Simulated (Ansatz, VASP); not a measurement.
**Al3BP2 in VASP and in Ansatz**

Contents of INCAR:

```
PREC = Accurate
ENCUT = 520
EDIFF = 1E-6
ISMEAR = 0
SIGMA = 0.1
LREAL = False
LASPH = True
NELM = 60
ALGO = Normal
ISIF = 2
LWAVE = False
LCHARG = True
GGA = PE
LELF = True
LVHAR = True
NBANDS = 20
```

Contents of KPOINTS:

```
regular mesh
0
Gamma
  6 6 2
```

POSCAR

```
Al3BP2
1.0
    3.8945379900      0.0000000000      0.0000000000
   -1.9472690000      3.3727688400      0.0000000000
    0.0000000000      0.0000000000      7.8430702300
Al B P
3 1 2
Direct
    0.6666666700      0.3333333300      0.7314154100
    0.6666666700      0.3333333300      0.2685845900
    0.3333333300      0.6666666700      0.0000000000
    0.6666666700      0.3333333300      0.5000000000
    0.6666666700      0.3333333300      0.0000000000
    0.0000000000      0.0000000000      0.0000000000
```

Input for Ansatz:

```yaml
crystal:
  lattice:
    - [3.89453799, 0.0, 0.0]
    - [-1.947269, 3.37276884, 0.0]
    - [0.0, 0.0, 7.84307023]
  atoms:
    - { symbol: Al, position: [0.66666667, 0.33333333, 0.73141541] }
    - { symbol: Al, position: [0.66666667, 0.33333333, 0.26858459] }
    - { symbol: Al, position: [0.33333333, 0.66666667, 0.0] }
    - { symbol: B, position: [0.66666667, 0.33333333, 0.5] }
    - { symbol: P, position: [0.66666667, 0.33333333, 0.0] }
    - { symbol: P, position: [0.0, 0.0, 0.0] }
basis:
  ecutwfc: 420
kpoints:
  mp_grid: { grid: [6, 6, 2] }
hamiltonian:
  xc: pbe
scf:
  occupations: { method: gaussian, width: 0.1 }
  lower_state_search: "off"
output:
  forces: true
  stress: true
  eigenvalues: true
```

Alike in both runs: task single point; functional PBE; k mesh 6 × 6 × 2; occupations gaussian, width 0.1 eV; no spin polarisation.

|  | VASP | Ansatz |
| --- | --- | --- |
| version | VASP 6.6.1 | Ansatz 0.2.0 |
| potentials or method | VASP PAW PBE potentials, release 64 (Al, B, P) | scalar-relativistic, plane waves, PAW |
| plane-wave cutoff (eV) | 520 | 420 |
| valence electrons in the cell | 22 | 22 |

Ansatz gave:

- gap on the k mesh at the Fermi level (eV): none
- rms of the force components (eV/Å): 0.183

Question: What did VASP give for the same quantities?

Answer: gap on the k mesh at the Fermi level (eV): none; rms of the force components (eV/Å): 0.194.

Atom by atom the forces differ by 0.011 eV/Å (rms over components). A gap of «none» marks a metal or a gap that the smearing closes. With one functional, cell and mesh, what is left measures potentials, basis and numerics.

Caveats: the k mesh is coarse (spacing up to 0.40 Å⁻¹), so the values aren't converged.
